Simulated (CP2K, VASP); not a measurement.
An input for CP2K (PBEsol, GPW, DZVP-MOLOPT-SR-GTH basis, GTH-PBE potentials (GTH_POTENTIALS)):

```
&GLOBAL
  PROJECT c
  RUN_TYPE ENERGY_FORCE
  PRINT_LEVEL MEDIUM
&END GLOBAL
&FORCE_EVAL
  METHOD Quickstep
  STRESS_TENSOR ANALYTICAL
  &DFT
    BASIS_SET_FILE_NAME BASIS_MOLOPT
    POTENTIAL_FILE_NAME GTH_POTENTIALS
    &QS
      METHOD GPW
      EPS_DEFAULT 1E-10
    &END QS
    &MGRID
      CUTOFF 400
      REL_CUTOFF 60
      NGRIDS 4
    &END MGRID
    &SCF
      SCF_GUESS ATOMIC
      EPS_SCF 1E-6
      MAX_SCF 100
      ADDED_MOS 4
      &DIAGONALIZATION
        ALGORITHM STANDARD
      &END DIAGONALIZATION
      &MIXING
        METHOD BROYDEN_MIXING
        ALPHA 0.2
        NBUFFER 12
      &END MIXING
      &SMEAR ON
        METHOD GAUSSIAN
        SIGMA [eV] 0.136
      &END SMEAR
    &END SCF
    &KPOINTS
      SCHEME MONKHORST-PACK 15 15 5
    &END KPOINTS
    &XC
      &XC_FUNCTIONAL
        &PBE
          PARAMETRIZATION PBESOL
        &END PBE
      &END XC_FUNCTIONAL
    &END XC
    &PRINT
      &MO
        EIGENVALUES T
        OCCUPATION_NUMBERS T
        NDIGITS 8
        FILENAME mo
        &EACH
          QS_SCF 0
        &END EACH
        ADD_LAST NUMERIC
      &END MO
      &MULLIKEN ON
      &END MULLIKEN
    &END PRINT
  &END DFT
  &SUBSYS
    &CELL
      A 2.46000000 0.00000000 0.00000000
      B -1.23000000 2.13042200 0.00000000
      C 0.00000000 0.00000000 6.71000000
      PERIODIC XYZ
    &END CELL
    &COORD
      C        0.00000000     0.00000000     1.67750000
      C        0.00000000     0.00000000     5.03250000
      C       -0.00000001     1.42028134     1.67750000
      C        1.23000001     0.71014066     5.03250000
    &END COORD
    &KIND C
      BASIS_SET DZVP-MOLOPT-SR-GTH
      POTENTIAL GTH-PBE-q4
    &END KIND
  &END SUBSYS
  &PRINT
    &FORCES ON
    &END FORCES
    &STRESS_TENSOR ON
    &END STRESS_TENSOR
  &END PRINT
&END FORCE_EVAL
```

Question: Translate it to VASP.

Answer: One set of files that does it:

File KPOINTS:
```
Regular mesh
0
gamma
 15 15 5
```

**POSCAR**
```
C
6.710
  0.1833084948  -0.3174995529   0.0000000000
  0.1833084948   0.3174995529   0.0000000000
  0.0000000000   0.0000000000   1.0000000000
C
4
Cart
  0.0000000000   0.0000000000   0.2500000000
  0.0000000000   0.0000000000   0.7500000000
  0.1833084948   0.1058333960   0.2500000000
  0.1833084948  -0.1058333960   0.7500000000
```

**INCAR**
```
! general
SYSTEM  =  C
PREC    =  Accurate
ENCUT   =  400
LREAL   =  .FALSE.
LASPH   =  .TRUE.

! electronic loop
EDIFF   =  1E-6
NELM    =  100
ALGO    =  Normal

! smearing
ISMEAR  =  0
SIGMA   =  0.136

! functional
GGA     =  PS

! ions
ISIF    =  2

! output
LWAVE   =  .FALSE.
LCHARG  =  .FALSE.
```

POTCAR, in this order: C (PBE.64 set). Program: vasp_std.

The two runs describe the same crystal, functional and task. Each code takes its own potentials, basis and convergence tests.

The structure is a typed C crystal (P6_3/mmc). The cell was not relaxed at this level, and it may have been scaled.
